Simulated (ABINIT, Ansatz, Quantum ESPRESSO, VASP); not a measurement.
**One structure in several programs: Ni3Si (Pm-3m, 4 atoms in the cell)**

Self-consistent single point.

```
CELL_PARAMETERS angstrom
      3.59670     0.00000     0.00000
      0.00000     3.59670     0.00000
      0.00000     0.00000     3.59670
ATOMIC_POSITIONS crystal
  Si 0.00000 0.00000 0.00000
  Ni 0.00000 0.50000 0.50000
  Ni 0.50000 0.00000 0.50000
  Ni 0.50000 0.50000 0.00000
```

All programs got the same cell, k-point mesh and kind of occupations (in Ansatz's words: kpoints.mp_grid.grid = 7 7 7; scf.occupations.method = gaussian; scf.occupations.width = 0.272 eV); potentials, basis and cutoffs are each program's usual ones.

```
code                                                                                 model  pressure (GPa)  cutoff
----------------  ------------------------------------------------------------------------  --------------  ------
Ansatz                                                              PBE, default PAW files          -13.50  420 eV
Quantum ESPRESSO                            PBE, GBRV 1.5 ultrasoft (PBE) pseudopotentials          -13.42   50 Ry
ABINIT            PBE, norm-conserving pseudopotentials (PseudoDojo nc-sr-05 PBE standard)          -13.41   49 Ha
VASP                                               PBE, VASP's PBE PAW potentials (set 64)          -13.52  300 eV
```

The spread over the programs that give each value: pressure within 0.11 GPa.

The starting cell has typed, rounded lattice constants, without a prior relaxation at this level. Its lattice was rescaled by a random factor within 2.5 % of one. On Ansatz's run: Spin polarisation is off. In the base run, with a pressure of about -13 GPa the cell is away from its equilibrium volume at this level.

Task: Why do the programs differ, and what cannot be compared?

Result: Differences of this kind can come from the potentials, where these differ, and from what each basis and cutoff leave unconverged. The valence holds different numbers of electrons (Ansatz (an electronic-structure program) 58, Quantum ESPRESSO 58, ABINIT 58, VASP 34). The zero of total energies and Fermi levels follows the potentials and each program's conventions, so they are not compared here. Ansatz's pressure is given at a fixed set of plane waves, as the other plane-wave codes print theirs; with its correction for the finite basis it is -13.46 GPa.

VASP's run is marked for a possible Pulay error in its stress at this cutoff; no cutoff test was made.

Left out of this page: GPAW, CP2K, Elk, FLEUR and SIESTA (not drawn, or without a comparable value).

Keys are those of Ansatz 0.2.
